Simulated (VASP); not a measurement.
Output of a VASP run:

**OUTCAR**
```
 ion  position               nearest neighbor table
   1  0.333  0.667  0.250-   3 1.45   3 1.45   3 1.45
   2  0.667  0.333  0.750-   4 1.45   4 1.45   4 1.45
   3  0.667  0.333  0.250-   1 1.45   1 1.45   1 1.45
   4  0.333  0.667  0.750-   2 1.45   2 1.45   2 1.45
  LATTYP: Found a hexagonal cell.
 ALAT       =     2.5053813016
 C/A-ratio  =     2.7231114178
 Subroutine PRICEL returns:
 Original cell was already a primitive cell.
 Subroutine GETGRP returns: Found 24 space group operations
The static configuration has the point symmetry D_3d.
 The point group associated with its full space group is D_6h.
The dynamic configuration has the point symmetry D_3d.
 Subroutine INISYM returns: Found 24 space group operations
 Subroutine IBZKPT returns following result:
 Found     42 irreducible k-points:

 Following reciprocal coordinates:
            Coordinates               Weight
  0.000000  0.000000  0.000000      1.000000
  0.100000 -0.000000  0.000000      6.000000
  0.200000 -0.000000  0.000000      6.000000
  0.300000  0.000000  0.000000      6.000000
  0.400000  0.000000  0.000000      6.000000
  0.500000 -0.000000  0.000000      3.000000
  0.100000  0.100000  0.000000      6.000000
  0.200000  0.100000  0.000000     12.000000
  0.300000  0.100000  0.000000     12.000000
  0.400000  0.100000  0.000000     12.000000
  0.200000  0.200000  0.000000      6.000000
  0.300000  0.200000  0.000000     12.000000
  0.400000  0.200000  0.000000      6.000000
  0.300000  0.300000  0.000000      6.000000
  0.000000  0.000000  0.250000      2.000000
  0.100000 -0.000000  0.250000     12.000000
  0.200000 -0.000000  0.250000     12.000000
  0.300000  0.000000  0.250000     12.000000
  0.400000  0.000000  0.250000     12.000000
  0.500000 -0.000000  0.250000      6.000000
  0.100000  0.100000  0.250000     12.000000
  0.200000  0.100000  0.250000     24.000000
  0.300000  0.100000  0.250000     24.000000
  0.400000  0.100000  0.250000     24.000000
  0.200000  0.200000  0.250000     12.000000
  0.300000  0.200000  0.250000     24.000000
  0.400000  0.200000  0.250000     12.000000
  0.300000  0.300000  0.250000     12.000000
  0.000000  0.000000  0.500000      1.000000
  0.100000 -0.000000  0.500000      6.000000
  0.200000 -0.000000  0.500000      6.000000
  0.300000  0.000000  0.500000      6.000000
  0.400000  0.000000  0.500000      6.000000
  0.500000 -0.000000  0.500000      3.000000
  0.100000  0.100000  0.500000      6.000000
  0.200000  0.100000  0.500000     12.000000
  0.300000  0.100000  0.500000     12.000000
  0.400000  0.100000  0.500000     12.000000
  0.200000  0.200000  0.500000      6.000000
  0.300000  0.200000  0.500000     12.000000
   k-points           NKPTS =     42   k-points in BZ     NKDIM =     42   number of bands    NBANDS=     12
   number of dos      NEDOS =    301   number of ions     NIONS =      4
   total plane-waves  NPLWV =  22400
   dimension x,y,z NGX =    20 NGY =   20 NGZ =   56
   dimension x,y,z NGXF=    40 NGYF=   40 NGZF=  112
   ions per type =               2   2
   PREC   = accura    normal or accurate (medium, high low for compatibility)
   ISTART =      0    job   : 0-new  1-cont  2-samecut
   ICHARG =      2    charge: 1-file 2-atom 10-const
   ISPIN  =      1    spin polarized calculation?
   LNONCOLLINEAR =      F non collinear calculations
   LSORBIT =      F    spin-orbit coupling
   INIWAV =      1    electr: 0-lowe 1-rand  2-diag
   ENCUT  =  600.0 eV  44.10 Ry    6.64 a.u.   5.00  5.00 13.63*2*pi/ulx,y,z
   NELM   =    100;   NELMIN=  2; NELMDL= -5     # of ELM steps
   EDIFF  = 0.1E-06   stopping-criterion for ELM
   LREAL  =      F    real-space projection
   NLSPLINE    = F    spline interpolate recip. space projectors
   LMAXMIX     =    2 max onsite mixed and CHGCAR
   VOSKOWN=      0    Vosko Wilk Nusair interpolation
...
```

File OSZICAR:
```
...
       N       E                     dE             d eps       ncg     rms          rms(c)
DAV:   1    -0.361739030316E+02    0.13135E-01   -0.14882E-01  1008   0.354E+00    0.316E-01
DAV:   2    -0.361707704838E+02    0.31325E-02   -0.45509E-03  1216   0.678E-01    0.145E-01
DAV:   3    -0.361699615818E+02    0.80890E-03   -0.18985E-03  1192   0.397E-01    0.475E-02
DAV:   4    -0.361698976104E+02    0.63971E-04   -0.17439E-04  1288   0.129E-01    0.177E-02
DAV:   5    -0.361698897087E+02    0.79016E-05   -0.38845E-05  1184   0.561E-02    0.950E-03
DAV:   6    -0.361698891997E+02    0.50907E-06   -0.24455E-06  1212   0.165E-02    0.162E-03
DAV:   7    -0.361698892233E+02   -0.23634E-07   -0.86469E-08   684   0.358E-03
   8 F= -.32711907E+02 E0= -.32711907E+02  d E =-.591110E+00
       N       E                     dE             d eps       ncg     rms          rms(c)
DAV:   1    -0.363006342923E+02   -0.13075E+00   -0.10564E+00  1080   0.113E+01    0.136E+00
DAV:   2    -0.362668686690E+02    0.33766E-01   -0.76054E-02  1200   0.271E+00    0.458E-01
DAV:   3    -0.362650713639E+02    0.17973E-02   -0.10702E-02  1160   0.101E+00    0.149E-01
DAV:   4    -0.362646971408E+02    0.37422E-03   -0.79906E-04  1220   0.277E-01    0.760E-02
DAV:   5    -0.362646014049E+02    0.95736E-04   -0.16640E-04  1208   0.114E-01    0.310E-02
DAV:   6    -0.362645956839E+02    0.57210E-05   -0.17394E-05  1192   0.442E-02    0.635E-03
DAV:   7    -0.362645956083E+02    0.75545E-07   -0.58763E-07  1160   0.847E-03
   9 F= -.32685906E+02 E0= -.32685906E+02  d E =0.260014E-01
       N       E                     dE             d eps       ncg     rms          rms(c)
DAV:   1    -0.362229098416E+02    0.41686E-01   -0.60304E-01  1088   0.865E+00    0.103E+00
DAV:   2    -0.362041430884E+02    0.18767E-01   -0.40919E-02  1196   0.200E+00    0.354E-01
DAV:   3    -0.362030488565E+02    0.10942E-02   -0.63567E-03  1188   0.782E-01    0.114E-01
DAV:   4    -0.362028476548E+02    0.20120E-03   -0.46376E-04  1224   0.214E-01    0.595E-02
DAV:   5    -0.362027989648E+02    0.48690E-04   -0.95328E-05  1196   0.868E-02    0.248E-02
DAV:   6    -0.362027970463E+02    0.19186E-05   -0.11635E-05  1208   0.360E-02    0.442E-03
DAV:   7    -0.362027970352E+02    0.11031E-07   -0.33147E-07  1152   0.658E-03
  10 F= -.32715089E+02 E0= -.32715089E+02  d E =-.318142E-02
       N       E                     dE             d eps       ncg     rms          rms(c)
DAV:   1    -0.362022019472E+02    0.59510E-03   -0.25762E-05  1092   0.566E-02    0.673E-03
DAV:   2    -0.362022012352E+02    0.71204E-06   -0.16993E-06  1224   0.129E-02    0.238E-03
DAV:   3    -0.362022012347E+02    0.44906E-09   -0.25691E-07   844   0.508E-03
  11 F= -.32715089E+02 E0= -.32715089E+02  d E =-.318173E-02
       N       E                     dE             d eps       ncg     rms          rms(c)
DAV:   1    -0.362049971050E+02   -0.27959E-02   -0.40769E-03  1008   0.584E-01    0.512E-02
DAV:   2    -0.362049137941E+02    0.83311E-04   -0.11805E-04  1208   0.109E-01    0.239E-02
DAV:   3    -0.362048913669E+02    0.22427E-04   -0.52001E-05  1196   0.651E-02    0.775E-03
DAV:   4    -0.362048896552E+02    0.17117E-05   -0.48247E-06  1276   0.214E-02    0.287E-03
DAV:   5    -0.362048894270E+02    0.22819E-06   -0.10785E-06  1184   0.935E-03    0.153E-03
DAV:   6    -0.362048893782E+02    0.48761E-07   -0.62536E-08   620   0.273E-03
  12 F= -.32715132E+02 E0= -.32715132E+02  d E =-.432050E-04
```

### OUTCAR
```
------------------------ aborting loop because EDIFF is reached ----------------------------------------
  FORCE on cell =-STRESS in cart. coord.  units (eV):
  Direction    XX          YY          ZZ          XY          YZ          ZX
  --------------------------------------------------------------------------------------
  Total        3.4882672      3.4882692      3.5270071      0.0000000     -0.0000000      0.0000000
  in kB      199.9146141    199.9147312    202.1348205      0.0000000     -0.0000000      0.0000000
  external PRESSURE =       0.6547219 kB  Pullay stress =     200.0000000 kB
  volume of cell :       27.96
      direct lattice vectors                 reciprocal lattice vectors
     1.237500331 -2.143414075  0.000000000     0.404040296 -0.233272705 -0.000000000
     1.237500331  2.143414075 -0.000000000     0.404040296  0.233272705 -0.000000000
     0.000000000 -0.000000000  5.269803002     0.000000000  0.000000000  0.189760414
  FREE ENERGIE OF THE ION-ELECTRON SYSTEM (eV)
  ---------------------------------------------------
  free  energy   TOTEN  =       -36.2048893782 eV

  energy  without entropy=      -36.2048893782  energy(sigma->0) =      -36.20488938
  enthalpy is  TOTEN    =       -32.7151323427 eV   P V=        3.4897570355

 reached required accuracy - stopping structural energy minimisation
```
(Selected blocks of OUTCAR.)

**POSCAR**
```
BN
1
    1.2526904821    -2.1697239507     0.0000000000
    1.2526904821     2.1697239507     0.0000000000
    0.0000000000     0.0000000000     6.8224324282
B N
2 2
Direct
  0.3333330000   0.6666670000   0.2500000000
  0.6666670000   0.3333330000   0.7500000000
  0.6666670000   0.3333330000   0.2500000000
  0.3333330000   0.6666670000   0.7500000000
```

Task: Write an INCAR and KPOINTS that could have produced this output.

Result: One answer among several that fit: the input of the run itself, PBEsol GGA, plane waves, VASP's PBE PAW potentials (set 64).

**INCAR**
```
# general
SYSTEM  = BN
PREC    = Accurate
ENCUT   = 600   # plane-wave cut-off (eV)
LREAL   = F   # projection in real space or not
LASPH   = T   # aspherical one-centre terms

# electronic loop
EDIFF   = 1E-7   # SCF stop (eV)
NELM    = 100
ALGO    = Normal

# smearing
ISMEAR  = 0
SIGMA   = 0.05   # width (eV)

# functional
GGA     = PS   # PBEsol

# ions
IBRION  = 2
NSW     = 40
ISIF    = 3   # ions, shape and volume
EDIFFG  = -0.01   # ionic stop
PSTRESS = 200   # kbar

# output
LWAVE   = F
LCHARG  = F
```

File KPOINTS:
```
K-points
0
gamma
10 10 4
0 0 0
```

POTCAR, in this order: B N (PBE.64 set). Program: vasp_std.

Energy and stress use the plane-wave basis of the starting cell. Without a dispersion term in the relaxation, distances and binding between the weakly bound layers, chains or molecules are unreliable, and so is what depends on them.

The compound is BN in the hex structure. This run relaxes it under an external pressure of 20 GPa. Symmetry was kept, so distortions that lower it aren't found.
